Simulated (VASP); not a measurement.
# Al: cell size and functional, part 2 of 2

How much does the relaxed cell of Al depend on the functional? The starting structure is a measured crystal structure from the Crystallography Open Database. The first relaxation on each setting starts from this cell expanded by 3 % in volume.

VASP 6.6.1.

Results so far: PBEsol 16.19 Å³ an atom; LDA 15.82 Å³ an atom; PBE 16.49 Å³ an atom; PBEsol + D3(BJ) 15.56 Å³ an atom.

### 6. Relaxation with r2SCAN

Level of this step: r2SCAN; plane waves and PAW (Al) (VASP).

r2SCAN adds the kinetic-energy density, costs more than a GGA and is run with LASPH. This run starts from the cell of an earlier relaxation, which isn't shown; the restart sets up the plane waves anew.

INCAR

```
SYSTEM = Al
PREC = Accurate
ENCUT = 450
EDIFF = 1E-06
NELM = 100
ISMEAR = 1
SIGMA = 0.15
LREAL = .FALSE.
ALGO = Normal
METAGGA = R2SCAN
LASPH = .TRUE.
NBANDS = 7
LORBIT = 11
LWAVE = .FALSE.
LCHARG = .FALSE.
KPAR = 8
IBRION = 2
NSW = 50
ISIF = 3
EDIFFG = -0.006
```

POSCAR

```
Al
1.0
    0.0000000000      1.9932273832      1.9932273832
    1.9932273832      0.0000000000      1.9932273832
    1.9932273832      1.9932273832      0.0000000000
Al
1
Direct
    0.0000000000      0.0000000000      0.0000000000
```

KPOINTS

```
Automatic mesh
0
Gamma
18 18 18
0 0 0
```

PAW data sets: Al (PBE family, release 64).

Launch:

```bash
$ mpirun -np 8 vasp_std
```

Log:

```text
[banner, memory and clock lines left out]
running    8 mpi-ranks, on    1 nodes
[...]
[... a notice as in an earlier step ...]

 [... a notice as in an earlier step ...]

 LDA part: xc-table for (None), standard interpolation
 POSCAR, INCAR and KPOINTS ok, starting setup
[...]
entering main loop
       N       E                     dE             d eps       ncg     rms          rms(c)
DAV:   1    -0.539977068713E+01   -0.53998E+01   -0.81743E+02  2758   0.208E+02
DAV:   2    -0.690147725964E+01   -0.15017E+01   -0.14243E+01  3696   0.214E+01
DAV:   3    -0.691099979712E+01   -0.95225E-02   -0.95149E-02  3717   0.194E+00
DAV:   4    -0.691102929908E+01   -0.29502E-04   -0.29502E-04  4263   0.931E-02
[...]
DAV:   9    -0.673601719767E+01    0.74397E-04   -0.26213E-05  3703   0.376E-02    0.431E-02
DAV:  10    -0.673603315449E+01   -0.15957E-04   -0.54567E-07  4200   0.433E-03    0.338E-03
DAV:  11    -0.673603327187E+01   -0.11739E-06   -0.42833E-09  2114   0.521E-04
   1 F= -.67360333E+01 E0= -.67357751E+01  d E =-.673603E+01
[...]
reached required accuracy - stopping structural energy minimisation
```

Wall time 25 s (8 MPI ranks of AMD EPYC 7R43, shared host); peak memory 0.75 GiB; 3.1 min of CPU time.

From OUTCAR (step 6):

```text
  Total        0.0035543      0.0035543      0.0035543      0.0000000     -0.0000000      0.0000000
  in kB        0.3595532      0.3595532      0.3595532      0.0000000     -0.0000000      0.0000000
  external PRESSURE =       0.3595532 kB  Pullay stress =       0.0000000 kB

 POSITION                                       TOTAL-FORCE (eV/Angst)
 -----------------------------------------------------------------------------------
      0.00000      0.00000      0.00000         0.000000      0.000000      0.000000
 -----------------------------------------------------------------------------------
    total drift:                               -0.000000      0.000000     -0.000000

  FREE ENERGIE OF THE ION-ELECTRON SYSTEM (eV)
  ---------------------------------------------------
  free  energy   TOTEN  =        -6.7360332719 eV

  energy  without entropy=       -6.7352587641  energy(sigma->0) =       -6.73577510

[... 2 parts as in an earlier step ...]

[... 2 further parts left out ...]
[key lines of the parts left out:]
E-fermi :   8.4556
```

With r2SCAN the relaxed cell holds 15.838 Å³ an atom, -4.62 % against the measured cell, with a = 3.986 Å. That is -2.19 % from PBEsol. Pressures at 0.985 and 1.015 times this volume, from two more relaxations that aren't shown, give a bulk modulus of 93.0 GPa.

### 7. Relaxation with r2SCAN + rVV10

rVV10 adds a nonlocal correlation energy for dispersion. This run starts from the cell of an earlier relaxation, which isn't shown; the restart sets up the plane waves anew.

INCAR: that of step 6 with these lines changed.

```diff
@@ -10,2 +10,6 @@
 METAGGA = R2SCAN
+LUSE_VDW = .TRUE.
+IVDW_NL = 2
+BPARAM = 11.95
+CPARAM = 0.0093
 LASPH = .TRUE.
```

POSCAR

```
Al
1.0
    0.0000000000      1.9912155156      1.9912155156
    1.9912155156      0.0000000000      1.9912155156
    1.9912155156      1.9912155156      0.0000000000
Al
1
Direct
    0.0000000000      0.0000000000      0.0000000000
```

KPOINTS is that of step 6.

Launch:

```bash
$ mpirun -np 8 vasp_std
```

Log:

```text
[banner, memory and clock lines left out]
running    8 mpi-ranks, on    1 nodes
[...]
[... a notice as in an earlier step ...]

|                                                                             |
|               ----> ADVICE to this user running VASP <----                  |
|                                                                             |
|     You have switched on vdW-DFT.                                           |
|     This routine was written and supplied by Jiri Klimes. We recommend      |
|     that you carefully read and cite the following publications:            |
|       J. Klimes, D.R. Bowler, A. Michelides                                 |
|          J. Phys.: Cond Matt. 22 022201 (2010)                              |
|       J. Klimes, D.R. Bowler, A. Michelides                                 |
|          Phys. Rev. B. 83, 195131 (2011)                                    |
|     and references therein.                                                 |
[...]
Total rVV10 correction in eV:      0.0658231     5.1796814
Total rVV10 correction in eV:      0.0658231     5.1796814
Total rVV10 correction in eV:      0.0658231     5.1796814
DAV:  11    -0.667016546023E+01   -0.10078E-06   -0.46925E-09  2072   0.533E-04
Total rVV10 correction in eV:      0.0658233     5.1796814
Total rVV10 correction in eV:      0.0658233     5.1796814
Total rVV10 correction in eV:      0.0658233     5.1796814
Total rVV10 correction in eV:      0.0658233     5.1796814
Total rVV10 correction in eV:      0.0658233     5.1796814
Total rVV10 correction in eV:      0.0658233     5.1796814
Total rVV10 correction in eV:      0.0658233     5.1796814
Total rVV10 correction in eV:      0.0658233     5.1796814
Total rVV10 correction in eV:      0.0658233     5.1796814
Total rVV10 correction in eV:      0.0658233     5.1796814
Total rVV10 correction in eV:      0.0658233     5.1796814
Total rVV10 correction in eV:      0.0658233     5.1796814
Total rVV10 correction in eV:      0.0658233     5.1796814
Total rVV10 correction in eV:      0.0658233     5.1796814
Total rVV10 correction in eV:      0.0658233     5.1796814
Total rVV10 correction in eV:      0.0658233     5.1796814
   1 F= -.66701655E+01 E0= -.66699124E+01  d E =-.667017E+01
[...]
reached required accuracy - stopping structural energy minimisation
```

Run time: 36 s. Hardware: 8 MPI ranks; peak memory 1.1 GiB.

From OUTCAR (step 7):

```text
  Total        0.0037089      0.0037089      0.0037089     -0.0000000      0.0000000      0.0000000
  in kB        0.3763271      0.3763271      0.3763271     -0.0000000      0.0000000      0.0000000
  external PRESSURE =       0.3763271 kB  Pullay stress =       0.0000000 kB

  FREE ENERGIE OF THE ION-ELECTRON SYSTEM (eV)
  ---------------------------------------------------
  free  energy   TOTEN  =        -6.6701654602 eV

  energy  without entropy=       -6.6694062024  energy(sigma->0) =       -6.66991237

[... 3 parts as in an earlier step ...]

[... 2 further parts left out ...]
[key lines of the parts left out:]
E-fermi :   8.4799
```

With r2SCAN + rVV10 the relaxed cell holds 15.790 Å³ an atom, -4.91 % against the measured cell, with a = 3.982 Å. That is -2.48 % from PBEsol. Pressures at 0.985 and 1.015 times this volume, from two more relaxations that aren't shown, give a bulk modulus of 93.9 GPa.

### 8. Relaxation with rev-vdW-DF2

rev-vdW-DF2 revises the exchange of vdW-DF2 for solids. This run starts from the cell of an earlier relaxation, which isn't shown; the restart sets up the plane waves anew.

INCAR: that of step 7 with these lines changed.

```diff
@@ -9,7 +9,8 @@
 ALGO = Normal
-METAGGA = R2SCAN
+GGA = MK
+AGGAC = 0
 LUSE_VDW = .TRUE.
-IVDW_NL = 2
-BPARAM = 11.95
-CPARAM = 0.0093
+PARAM1 = 0.1234
+PARAM2 = 0.711357
+ZAB_VDW = -1.8867
 LASPH = .TRUE.
```

POSCAR

```
Al
1.0
    0.0000000000      2.0189630412      2.0189630412
    2.0189630412      0.0000000000      2.0189630412
    2.0189630412      2.0189630412      0.0000000000
Al
1
Direct
    0.0000000000      0.0000000000      0.0000000000
```

KPOINTS is that of step 7.

Launch:

```bash
$ mpirun -np 8 vasp_std
```

Log:

```text
[banner, memory and clock lines left out]
running    8 mpi-ranks, on    1 nodes
[...]
[... a notice as in an earlier step ...]

 [... a notice as in an earlier step ...]

 [... a notice as in an earlier step ...]

 LDA part: xc-table for (Slater+PW92), standard interpolation
 POSCAR, INCAR and KPOINTS ok, starting setup
[...]
entering main loop
       N       E                     dE             d eps       ncg     rms          rms(c)
DAV:   1    -0.130444078052E+01   -0.13044E+01   -0.76732E+02  2793   0.198E+02
DAV:   2    -0.263327452005E+01   -0.13288E+01   -0.12913E+01  3710   0.199E+01
DAV:   3    -0.264198691386E+01   -0.87124E-02   -0.87028E-02  3759   0.176E+00
DAV:   4    -0.264200785903E+01   -0.20945E-04   -0.20945E-04  4109   0.699E-02
DAV:   5    -0.264200788133E+01   -0.22300E-07   -0.21522E-07  3843   0.174E-03    0.110E+00
DAV:   6    -0.263499839426E+01    0.70095E-02   -0.14201E-03  3563   0.237E-01    0.659E-01
DAV:   7    -0.262996380584E+01    0.50346E-02   -0.38508E-03  3283   0.400E-01    0.117E-01
DAV:   8    -0.262997689710E+01   -0.13091E-04   -0.28247E-05  4452   0.380E-02    0.188E-02
DAV:   9    -0.262997740980E+01   -0.51269E-06   -0.37265E-07  3591   0.389E-03
   1 F= -.26299774E+01 E0= -.26296465E+01  d E =-.262998E+01
[...]
reached required accuracy - stopping structural energy minimisation
```

It took 16 s on 8 MPI ranks; peak memory 1.6 GiB; 2 min of CPU time.

OUTCAR, selected parts (step 8):

```text
  Total        0.0003521      0.0003521      0.0003521      0.0000000     -0.0000000      0.0000000
  in kB        0.0342759      0.0342759      0.0342759      0.0000000     -0.0000000      0.0000000
  external PRESSURE =       0.0342759 kB  Pullay stress =       0.0000000 kB

 POSITION                                       TOTAL-FORCE (eV/Angst)
 -----------------------------------------------------------------------------------
      0.00000      0.00000      0.00000         0.000000      0.000000     -0.000000
 -----------------------------------------------------------------------------------
    total drift:                               -0.000000     -0.000000     -0.000000

  FREE ENERGIE OF THE ION-ELECTRON SYSTEM (eV)
  ---------------------------------------------------
  free  energy   TOTEN  =        -2.6299774098 eV

  energy  without entropy=       -2.6289846772  energy(sigma->0) =       -2.62964650

[... 2 parts as in an earlier step ...]

[... 2 further parts left out ...]
[key lines of the parts left out:]
E-fermi :   7.9812
```

With rev-vdW-DF2 the relaxed cell holds 16.459 Å³ an atom, -0.88 % against the measured cell, with a = 4.038 Å. That is +1.65 % from PBEsol. Pressures at 0.985 and 1.015 times this volume, from two more relaxations that aren't shown, give a bulk modulus of 74.4 GPa.

### 9. Relaxation with PBE + D3(BJ)

This run starts from the cell of an earlier relaxation, which isn't shown; the restart sets up the plane waves anew.

INCAR: that of step 8 with these lines changed.

```diff
@@ -9,9 +9,4 @@
 ALGO = Normal
-GGA = MK
-AGGAC = 0
-LUSE_VDW = .TRUE.
-PARAM1 = 0.1234
-PARAM2 = 0.711357
-ZAB_VDW = -1.8867
-LASPH = .TRUE.
+GGA = PE
+IVDW = 12
 NBANDS = 7
```

POSCAR

```
Al
1.0
    0.0000000000      1.9907315200      1.9907315200
    1.9907315200      0.0000000000      1.9907315200
    1.9907315200      1.9907315200      0.0000000000
Al
1
Direct
    0.0000000000      0.0000000000      0.0000000000
```

KPOINTS is that of step 8.

Launch:

```bash
$ mpirun -np 8 vasp_std
```

Log:

```text
[... set-up lines as in an earlier step ...]
 entering main loop
       N       E                     dE             d eps       ncg     rms          rms(c)
DAV:   1    -0.232504399113E+01   -0.23250E+01   -0.76962E+02  2786   0.200E+02
DAV:   2    -0.375002492230E+01   -0.14250E+01   -0.13570E+01  3696   0.206E+01
DAV:   3    -0.375865402386E+01   -0.86291E-02   -0.86215E-02  3822   0.178E+00
DAV:   4    -0.375867294260E+01   -0.18919E-04   -0.18919E-04  4158   0.693E-02
[...]
DAV:   8    -0.373532402972E+01    0.31134E-05   -0.15257E-05  4151   0.311E-02    0.127E-02
DAV:   9    -0.373532233451E+01    0.16952E-05   -0.80831E-07  3780   0.460E-03    0.661E-04
DAV:  10    -0.373532206447E+01    0.27004E-06   -0.29751E-09  2527   0.439E-04
   1 F= -.40876592E+01 E0= -.40872671E+01  d E =-.408766E+01
[...]
reached required accuracy - stopping structural energy minimisation
```

The job ended after 5.8 s (8 MPI ranks; peak memory 0.8 GiB).

OUTCAR, selected parts (step 9):

```text
 Edisp (eV)   -0.35234

  Total       0.00043     0.00043     0.00043     0.00000     0.00000     0.00000
  in kB       0.04344     0.04344     0.04344     0.00000     0.00000     0.00000
  external pressure =        0.04 kB  Pullay stress =        0.00 kB

 POSITION                                       TOTAL-FORCE (eV/Angst)
 -----------------------------------------------------------------------------------
      0.00000      0.00000      0.00000        -0.000000     -0.000000      0.000000
 -----------------------------------------------------------------------------------
    total drift:                               -0.000000     -0.000000     -0.000000

  FREE ENERGIE OF THE ION-ELECTRON SYSTEM (eV)
  ---------------------------------------------------
  free  energy   TOTEN  =        -4.0876591766 eV

  energy  without entropy=       -4.0864830284  energy(sigma->0) =       -4.08726713

[... 2 parts as in an earlier step ...]

[... 2 further parts left out ...]
[key lines of the parts left out:]
E-fermi :   8.4712
```

With PBE + D3(BJ) the relaxed cell holds 15.779 Å³ an atom, -4.98 % against the measured cell, with a = 3.981 Å. That is -2.55 % from PBEsol. Pressures at 0.985 and 1.015 times this volume, from two more relaxations that aren't shown, give a bulk modulus of 85.2 GPa.

### 10. The runs compared

```
          level  volume (Å³/atom)  against the measured cell (%)   a (Å)  bulk modulus (GPa)  pressure left (GPa)  core minutes
         PBEsol            16.192                          -2.49   4.016                80.8                  0.0          2.11
            LDA            15.817                          -4.75  3.9847                82.6                 0.01          1.87
            PBE            16.492                          -0.69  4.0406                76.7                  0.0          2.13
PBEsol + D3(BJ)            15.558                          -6.31  3.9628                89.7                 0.01          2.13
         r2SCAN            15.838                          -4.62  3.9865                93.0                 0.04          10.3
 r2SCAN + rVV10             15.79                          -4.91  3.9824                93.9                 0.04          16.7
    rev-vdW-DF2            16.459                          -0.88  4.0379                74.4                  0.0          6.88
   PBE + D3(BJ)            15.779                          -4.98  3.9815                85.2                  0.0          2.16
```

Core minutes are wall time times ranks, summed over the relaxations behind a row (those for a bulk modulus apart), on shared hosts.

### 11. What came out

```yaml
volume_pbesol: 16.19 Å³/atom
volume_lda: 15.82 Å³/atom
volume_pbe: 16.49 Å³/atom
volume_pbesol_d3_bj: 15.56 Å³/atom
volume_r2scan: 15.84 Å³/atom
volume_r2scan_rvv10: 15.79 Å³/atom
volume_rev_vdw_df2: 16.46 Å³/atom
volume_pbe_d3_bj: 15.78 Å³/atom
```

What this shows: Across 8 levels the volume of Al spans 6.0 %, from 15.56 Å³ an atom (PBEsol + D3(BJ)) to 16.49 Å³ (PBE). Against the measured volume of the starting structure, PBE comes nearest (-0.7 %) and PBEsol + D3(BJ) lies farthest (-6.3 %). The measured cell holds zero-point expansion and, unless it was taken cold, thermal expansion, which the runs lack, so small differences decide nothing. Adding D3(BJ) to PBEsol changes the volume by -3.9 %. Adding rVV10 to r2SCAN changes the volume by -0.3 %. Adding D3(BJ) to PBE changes the volume by -4.3 %. The bulk modulus goes from 74.4 GPa (rev-vdW-DF2) to 93.9 GPa (r2SCAN + rVV10). LASPH is on in some of these runs and off in others, which adds a little to the differences. All runs keep the symmetry of the start, so they can't find a distortion of lower symmetry. Further runs on this material are not shown.

[Lines on the potential files, build, host, timing and source positions are cut from VASP's logs without a mark.]

[Logs are printed without paths, hosts, clocks, repeated set-up lines and the standing remarks that a program may print on its own settings, such as how far it seeks lower states.]

[Hosts, paths, dates, database ids (printed as entryN), source tags and the programs' standing remarks are cut or masked in the printed files.]
